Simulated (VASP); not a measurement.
All values below come from rev-vdW-DF2, VASP's PBE PAW potentials (set 64) (plane waves; VASP).

VASP ran on this input.

INCAR:
```
SYSTEM=CdS
PREC=Accurate; ENCUT=520; LREAL=.False.
LASPH=.True.
EDIFF=1E-6; NELM=100; ALGO=Normal
LMAXMIX=4
ISMEAR=0; SIGMA=0.05
GGA=MK; LUSE_VDW=.True.; AGGAC=0.0
PARAM1=0.1234568; PARAM2=0.7114; ZAB_VDW=-1.8867
IBRION=2; NSW=60; ISIF=3
EDIFFG=-0.01
LWAVE=.False.; LCHARG=.False.
```

**POSCAR**
```
CdS
1.0
  0.0000000000   2.9100000000   2.9100000000
  2.9100000000   0.0000000000   2.9100000000
  2.9100000000   2.9100000000   0.0000000000
Cd S
1 1
Cartesian
  0.0000000000   0.0000000000   0.0000000000
  1.4550000000   1.4550000000   1.4550000000
```

KPOINTS:
```
kpoints
0
G
7 7 7
0 0 0
```

POTCAR, in this order: Cd S (PBE.64 set). Program: vasp_std.

The run wrote:

**OSZICAR**
```
       N       E                     dE             d eps       ncg     rms          rms(c)
DAV:   1     0.112847363803E+03    0.11285E+03   -0.93477E+03   528   0.126E+03
DAV:   2     0.245892787179E+01   -0.11039E+03   -0.10471E+03   560   0.297E+02
DAV:   3    -0.242834979512E+01   -0.48873E+01   -0.48690E+01   635   0.644E+01
DAV:   4    -0.246391934655E+01   -0.35570E-01   -0.35551E-01   580   0.548E+00
DAV:   5    -0.246443081164E+01   -0.51147E-03   -0.51146E-03   635   0.647E-01    0.827E+00
DAV:   6    -0.194584746546E+01    0.51858E+00   -0.10691E+00   742   0.145E+01    0.648E+00
DAV:   7    -0.192879063458E+01    0.17057E-01   -0.19927E-01   535   0.363E+00    0.329E+00
DAV:   8    -0.192763272746E+01    0.11579E-02   -0.19457E-02   555   0.215E+00    0.292E-01
DAV:   9    -0.192725421195E+01    0.37852E-03   -0.25136E-03   600   0.858E-01    0.853E-02
DAV:  10    -0.192730906912E+01   -0.54857E-04   -0.21938E-04   555   0.157E-01    0.643E-02
DAV:  11    -0.192733435875E+01   -0.25290E-04   -0.54028E-05   556   0.958E-02    0.223E-02
DAV:  12    -0.192732969426E+01    0.46645E-05   -0.27335E-05   589   0.729E-02    0.687E-03
DAV:  13    -0.192732981769E+01   -0.12342E-06   -0.18113E-06   498   0.120E-02
   1 F= -.19273298E+01 E0= -.19273298E+01  d E =-.192733E+01
       N       E                     dE             d eps       ncg     rms          rms(c)
DAV:   1    -0.237344135182E+01   -0.44611E+00   -0.91941E+00   560   0.425E+01    0.557E+00
DAV:   2    -0.198754076280E+01    0.38590E+00   -0.91910E-01   570   0.154E+01    0.202E+00
DAV:   3    -0.194430786564E+01    0.43233E-01   -0.11130E-01   560   0.417E+00    0.175E+00
DAV:   4    -0.193906021069E+01    0.52477E-02   -0.62712E-03   525   0.772E-01    0.399E-01
DAV:   5    -0.193860154257E+01    0.45867E-03   -0.13221E-03   640   0.556E-01    0.982E-02
DAV:   6    -0.193859361118E+01    0.79314E-05   -0.17737E-04   525   0.177E-01    0.540E-02
DAV:   7    -0.193859680169E+01   -0.31905E-05   -0.69800E-06   560   0.252E-02    0.867E-03
DAV:   8    -0.193859678282E+01    0.18871E-07   -0.21088E-06   450   0.220E-02
   2 F= -.19385968E+01 E0= -.19385968E+01  d E =-.112670E-01
       N       E                     dE             d eps       ncg     rms          rms(c)
DAV:   1    -0.197467645579E+01   -0.36080E-01   -0.69918E-01   565   0.113E+01    0.137E+00
DAV:   2    -0.194359717389E+01    0.31079E-01   -0.79578E-02   575   0.458E+00    0.478E-01
DAV:   3    -0.194063888086E+01    0.29583E-02   -0.89852E-03   555   0.111E+00    0.398E-01
DAV:   4    -0.194038537059E+01    0.25351E-03   -0.45407E-04   525   0.254E-01    0.892E-02
DAV:   5    -0.194036177762E+01    0.23593E-04   -0.86378E-05   635   0.149E-01    0.308E-02
DAV:   6    -0.194036440664E+01   -0.26290E-05   -0.13678E-05   535   0.477E-02    0.121E-02
DAV:   7    -0.194036416684E+01    0.23980E-06   -0.70529E-07   265   0.689E-03
   3 F= -.19403642E+01 E0= -.19403642E+01  d E =-.130343E-01
```

OUTCAR:
```
------------------------ aborting loop because EDIFF is reached ----------------------------------------
  FORCE on cell =-STRESS in cart. coord.  units (eV):
  Direction    XX          YY          ZZ          XY          YZ          ZX
  --------------------------------------------------------------------------------------
  Total        0.0091945      0.0091945      0.0091945      0.0000000     -0.0000000      0.0000000
  in kB        0.2880044      0.2880044      0.2880044      0.0000000     -0.0000000      0.0000000
  external PRESSURE =       0.2880044 kB  Pullay stress =       0.0000000 kB
  volume of cell :       51.15
      direct lattice vectors                 reciprocal lattice vectors
    -0.000000000  2.946254303  2.946254303    -0.169707007  0.169707007  0.169707007
     2.946254303 -0.000000000  2.946254303     0.169707007 -0.169707007  0.169707007
     2.946254303  2.946254303  0.000000000     0.169707007  0.169707007 -0.169707007
  FREE ENERGIE OF THE ION-ELECTRON SYSTEM (eV)
  ---------------------------------------------------
  free  energy   TOTEN  =        -1.9403641668 eV

  energy  without entropy=       -1.9403641668  energy(sigma->0) =       -1.94036417

 reached required accuracy - stopping structural energy minimisation
```
(Selected blocks of OUTCAR.)

### CONTCAR
```
CdS
   1.00000000000000
    -0.0000000000000000    2.9462543034934807    2.9462543034934807
     2.9462543034934807   -0.0000000000000000    2.9462543034934807
     2.9462543034934807    2.9462543034934807    0.0000000000000000
  Cd              S
     1     1
Direct
     0.0000000000000000    0.0000000000000000    0.0000000000000000
     0.2500000000000000    0.2500000000000000    0.2500000000000000
```

File OUTCAR:
```
 val. band max:        0.9529820214   @ k =   0.0000   0.0000   0.0000

 cond. band min:       1.8842453852   @ k =   0.0000   0.0000   0.0000


 Fermi energy:         1.2013711693

 k-point     1 :       0.0000    0.0000    0.0000
  band No.  band energies     occupation
      1     -11.2312      2.00000
      2      -6.6950      2.00000
      3      -6.6950      2.00000
      4      -6.6950      2.00000
      5      -6.2614      2.00000
      6      -6.2614      2.00000
      7       0.9530      2.00000
      8       0.9530      2.00000
      9       0.9530      2.00000
     10       1.8842      0.00000
     11       7.4441      0.00000
     12       7.4441      0.00000
     13       7.4441      0.00000

 k-point     2 :       0.1429    0.0000    0.0000
  band No.  band energies     occupation
      1     -11.1551      2.00000
      2      -6.6686      2.00000
      3      -6.6686      2.00000
      4      -6.6272      2.00000
      5      -6.2624      2.00000
      6      -6.2624      2.00000
      7      -0.2888      2.00000
      8       0.8054      2.00000
      9       0.8054      2.00000
     10       2.8977      0.00000
     11       7.1114      0.00000
     12       7.6831      0.00000
     13       7.6831      0.00000

 k-point     3 :       0.2857    0.0000    0.0000
  band No.  band energies     occupation
      1     -10.9833      2.00000
      2      -6.6175      2.00000
      3      -6.6175      2.00000
      4      -6.3820      2.00000
      5      -6.2533      2.00000
      6      -6.2533      2.00000
      7      -1.8957      2.00000
      8       0.4998      2.00000
      9       0.4998      2.00000
     10       3.6690      0.00000
     11       7.2476      0.00000
     12       7.9612      0.00000
     13       7.9612      0.00000

 k-point     4 :       0.4286    0.0000    0.0000
  band No.  band energies     occupation
      1     -10.8460      2.00000
      2      -6.5882      2.00000
      3      -6.5882      2.00000
...
```

Energy and stress use the plane-wave basis of the starting cell.

The compound is CdS in the zinc blende structure, a metastable form; wurtzite is the usual one. This run relaxes it. Symmetry was kept, so distortions that lower it aren't found.
